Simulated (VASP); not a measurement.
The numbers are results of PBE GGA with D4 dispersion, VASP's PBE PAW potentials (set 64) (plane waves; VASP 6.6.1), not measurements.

VASP input:

**KPOINTS**
```
Automatic mesh
0
Gamma
4 4 4
0 0 0
```

File POSCAR:
```
CsSnI3
1
    6.1231951722    -0.0000000000    -0.0000000000
   -0.0000000000     6.1231951722    -0.0000000000
    0.0000000000     0.0000000000     6.1231951722
Cs Sn I
1 1 3
Direct
  0.0000000000   0.0000000000   0.0000000000
  0.5000000000   0.5000000000   0.5000000000
  0.5000000000   0.0000000000   0.5000000000
  0.0000000000   0.5000000000   0.5000000000
  0.5000000000   0.5000000000   0.0000000000
```

INCAR:
```
# general
SYSTEM  = CsSnI3
PREC    = Accurate
ENCUT   = 520   # plane-wave cut-off (eV)
LREAL   = .FALSE.   # projection in real space or not
LASPH   = .TRUE.

# electronic loop
EDIFF   = 1E-6   # SCF stop (eV)
NELM    = 100   # most electronic steps
ALGO    = Normal
LMAXMIX = 4   # l cut-off of mixed one-centre charges

# smearing
ISMEAR  = 0
SIGMA   = 0.05   # width (eV)

# functional
GGA     = PE   # PBE
IVDW    = 13   # D4

# ions
IBRION  = 2
NSW     = 60   # most ionic steps
ISIF    = 3   # ions, shape and volume
EDIFFG  = -0.02   # ionic stop

# output
LWAVE   = .FALSE.
LCHARG  = .FALSE.
```

POTCAR, in this order: Cs_sv Sn_d I (PBE.64 set). Program: vasp_std.

Output

### OUTCAR
```
 ion  position               nearest neighbor table
   1  0.000  0.000  0.000-
   2  0.500  0.500  0.500-   3 3.06   4 3.06   5 3.06   5 3.06   3 3.06   4 3.06
   3  0.500  0.000  0.500-   2 3.06   2 3.06
   4  0.000  0.500  0.500-   2 3.06   2 3.06
   5  0.500  0.500  0.000-   2 3.06   2 3.06
  LATTYP: Found a simple cubic cell.
 ALAT       =     6.1231951722
 Subroutine PRICEL returns:
 Original cell was already a primitive cell.
 Subroutine GETGRP returns: Found 48 space group operations
The static configuration has the point symmetry O_h .
The dynamic configuration has the point symmetry O_h .
 Subroutine INISYM returns: Found 48 space group operations
 Subroutine IBZKPT returns following result:
 Found     10 irreducible k-points:

 Following reciprocal coordinates:
            Coordinates               Weight
  0.000000  0.000000  0.000000      1.000000
  0.250000  0.000000  0.000000      6.000000
  0.500000  0.000000  0.000000      3.000000
  0.250000  0.250000  0.000000     12.000000
  0.500000  0.250000  0.000000     12.000000
  0.500000  0.500000  0.000000      3.000000
  0.250000  0.250000  0.250000      8.000000
  0.500000  0.250000  0.250000     12.000000
  0.500000  0.500000  0.250000      6.000000
  0.500000  0.500000  0.500000      1.000000
   k-points           NKPTS =     10   k-points in BZ     NKDIM =     10   number of bands    NBANDS=     26
   number of dos      NEDOS =    301   number of ions     NIONS =      5
   total plane-waves  NPLWV = 110592
   dimension x,y,z NGX =    48 NGY =   48 NGZ =   48
   dimension x,y,z NGXF=    96 NGYF=   96 NGZF=   96
   ions per type =               1   1   3
   PREC   = accura    normal or accurate (medium, high low for compatibility)
   ISTART =      0    job   : 0-new  1-cont  2-samecut
   ICHARG =      2    charge: 1-file 2-atom 10-const
   ISPIN  =      1    spin polarized calculation?
   LNONCOLLINEAR =      F non collinear calculations
   LSORBIT =      F    spin-orbit coupling
   INIWAV =      1    electr: 0-lowe 1-rand  2-diag
   ENCUT  =  520.0 eV  38.22 Ry    6.18 a.u.  11.39 11.39 11.39*2*pi/ulx,y,z
   NELM   =    100;   NELMIN=  2; NELMDL= -5     # of ELM steps
   EDIFF  = 0.1E-05   stopping-criterion for ELM
   LREAL  =      F    real-space projection
   NLSPLINE    = F    spline interpolate recip. space projectors
   LMAXMIX     =    4 max onsite mixed and CHGCAR
   VOSKOWN=      0    Vosko Wilk Nusair interpolation
   EDIFFG = -.2E-01   stopping-criterion for IOM
   NSW    =     60    number of steps for IOM
   NBLOCK =      1;   KBLOCK =     60    inner block; outer block
   IBRION =      2    ionic relax: 0-MD 1-quasi-New 2-CG
   NFREE  =      1    steps in history (QN), initial steepest desc. (CG)
   ISIF   =      3    stress and relaxation
   ISYM   =      2    0-nonsym 1-usesym 2-fastsym
   TEIN   =    0.0    initial temperature
   TEBEG  =    0.0;   TEEND  =   0.0 temperature during run
   SMASS  =  -3.00    Nose mass-parameter (am)
   PSTRESS=    0.0 pullay stress
   NELECT =      44.0000    total number of electrons
   EFERMI =   0.00;   METHOD = LEGACY
   ISMEAR =     0;   SIGMA  =   0.05  broadening in eV -4-tet -1-fermi 0-gaus
   IALGO  =     38    algorithm
   LDIAG  =      T    sub-space diagonalisation (order eigenvalues)
   IMIX   =      4    mixing-type and parameters
     AMIX     =   0.40;   BMIX     =  1.00
     AMIX_MAG =   1.60;   BMIX_MAG =  1.00
     AMIN     =   0.10
   GGA     = PE    functional components
   VOSKOWN =     0    Vosko Wilk Nusair interpolation
   LHFCALC =     F    Hartree Fock is set to
   LHFONE  =     F    Hartree Fock one center treatment
   AEXX    =    0.0000 exact exchange contribution
   IVDW    =    13    specifies the selected vdW correction
...
```

OSZICAR:
```
       N       E                     dE             d eps       ncg     rms          rms(c)
DAV:   1     0.361350752036E+03    0.36135E+03   -0.18499E+04   520   0.154E+03
DAV:   2     0.329135809374E+02   -0.32844E+03   -0.32236E+03   622   0.313E+02
DAV:   3    -0.120536466233E+02   -0.44967E+02   -0.43536E+02   626   0.123E+02
DAV:   4    -0.140508068003E+02   -0.19972E+01   -0.19886E+01   620   0.294E+01
DAV:   5    -0.141058807797E+02   -0.55074E-01   -0.55037E-01   838   0.497E+00    0.459E+00
DAV:   6    -0.138891887399E+02    0.21669E+00   -0.39676E-01   680   0.350E+00    0.304E+00
DAV:   7    -0.138716364415E+02    0.17552E-01   -0.29909E-01   680   0.238E+00    0.981E-01
DAV:   8    -0.138744430976E+02   -0.28067E-02   -0.43410E-02   590   0.153E+00    0.291E-01
DAV:   9    -0.138743260311E+02    0.11707E-03   -0.19175E-03   688   0.339E-01    0.150E-01
DAV:  10    -0.138746159265E+02   -0.28990E-03   -0.13007E-03   630   0.237E-01    0.603E-02
DAV:  11    -0.138746719845E+02   -0.56058E-04   -0.38410E-04   616   0.137E-01    0.135E-02
DAV:  12    -0.138746761541E+02   -0.41696E-05   -0.30338E-05   662   0.359E-02    0.148E-02
DAV:  13    -0.138746754536E+02    0.70048E-06   -0.11215E-06   448   0.735E-03
   1 F= -.15240323E+02 E0= -.15240125E+02  d E =-.152403E+02
       N       E                     dE             d eps       ncg     rms          rms(c)
DAV:   1    -0.141808051373E+02   -0.30613E+00   -0.55057E+00   622   0.215E+01    0.264E+00
DAV:   2    -0.139852283881E+02    0.19558E+00   -0.32958E-01   612   0.518E+00    0.116E+00
DAV:   3    -0.139328192232E+02    0.52409E-01   -0.16215E-01   684   0.320E+00    0.445E-01
DAV:   4    -0.139316689623E+02    0.11503E-02   -0.35424E-03   546   0.397E-01    0.372E-01
DAV:   5    -0.139308526525E+02    0.81631E-03   -0.17285E-03   708   0.313E-01    0.975E-02
DAV:   6    -0.139308066862E+02    0.45966E-04   -0.30511E-04   620   0.164E-01    0.173E-02
DAV:   7    -0.139308082833E+02   -0.15971E-05   -0.16070E-05   594   0.266E-02    0.120E-02
DAV:   8    -0.139308103823E+02   -0.20990E-05   -0.21092E-06   430   0.956E-03    0.358E-03
DAV:   9    -0.139308105376E+02   -0.15528E-06   -0.28267E-07   340   0.455E-03
   2 F= -.15258285E+02 E0= -.15258283E+02  d E =-.179614E-01
       N       E                     dE             d eps       ncg     rms          rms(c)
DAV:   1    -0.139592825740E+02   -0.28472E-01   -0.38402E-01   612   0.552E+00    0.707E-01
DAV:   2    -0.139454358713E+02    0.13847E-01   -0.23439E-02   614   0.158E+00    0.308E-01
DAV:   3    -0.139417894303E+02    0.36464E-02   -0.11399E-02   682   0.835E-01    0.120E-01
DAV:   4    -0.139416958260E+02    0.93604E-04   -0.25089E-04   536   0.106E-01    0.956E-02
DAV:   5    -0.139416296640E+02    0.66162E-04   -0.12171E-04   710   0.828E-02    0.240E-02
DAV:   6    -0.139416256113E+02    0.40527E-05   -0.19327E-05   604   0.417E-02    0.414E-03
DAV:   7    -0.139416255081E+02    0.10324E-06   -0.95890E-07   324   0.616E-03
   3 F= -.15259114E+02 E0= -.15259114E+02  d E =-.187904E-01
```

File OUTCAR:
```
------------------------ aborting loop because EDIFF is reached ----------------------------------------
  Edisp (eV):   -1.31749
  FORCE on cell =-STRESS in cart. coord.  units (eV):
  Direction    XX          YY          ZZ          XY          YZ          ZX
  --------------------------------------------------------------------------------------
  Total       0.01246     0.01246     0.01246    -0.00000     0.00000    -0.00000
  in kB       0.08378     0.08378     0.08378    -0.00000     0.00000    -0.00000
  external pressure =        0.08 kB  Pullay stress =        0.00 kB
  volume of cell :      238.21
      direct lattice vectors                 reciprocal lattice vectors
     6.198973084  0.000000000 -0.000000000     0.161317042 -0.000000000 -0.000000000
     0.000000000  6.198973084 -0.000000000    -0.000000000  0.161317042 -0.000000000
     0.000000000  0.000000000  6.198973084     0.000000000  0.000000000  0.161317042
 POSITION                                       TOTAL-FORCE (eV/Angst)
 -----------------------------------------------------------------------------------
      0.00000      0.00000      0.00000         0.000000     -0.000000      0.000000
      3.09949      3.09949      3.09949        -0.000000      0.000000      0.000000
      3.09949      0.00000      3.09949         0.000000     -0.000000      0.000000
      0.00000      3.09949      3.09949         0.000000     -0.000000      0.000000
      3.09949      3.09949     -0.00000         0.000000     -0.000000      0.000000
 -----------------------------------------------------------------------------------
    total drift:                                0.000000     -0.000000     -0.000000
  FREE ENERGIE OF THE ION-ELECTRON SYSTEM (eV)
  ---------------------------------------------------
  free  energy   TOTEN  =       -15.2591137783 eV

  energy  without entropy=      -15.2591133608  energy(sigma->0) =      -15.25911357

 reached required accuracy - stopping structural energy minimisation
```
(Selected blocks of OUTCAR.)

CONTCAR:
```
CsSnI3
   1.00000000000000
     6.1989730836241366    0.0000000000000000   -0.0000000000000000
     0.0000000000000000    6.1989730836241366   -0.0000000000000000
     0.0000000000000000    0.0000000000000000    6.1989730836241366
  Cs              Sn              I
     1     1     3
Direct
     0.0000000000000000    0.0000000000000000    0.0000000000000000
     0.5000000000000000    0.5000000000000000    0.5000000000000000
     0.5000000000000000    0.0000000000000000    0.5000000000000000
     0.0000000000000000    0.5000000000000000    0.5000000000000000
     0.5000000000000000    0.5000000000000000    0.0000000000000000
```

Energy and stress use the plane-wave basis of the starting cell.

The compound is CsSnI3 in the cubic perovskite structure, the ideal cubic form; the compound distorts at low or room temperature. This run relaxes it. Symmetry was kept, so distortions that lower it aren't found. The start is the result of an earlier pass.
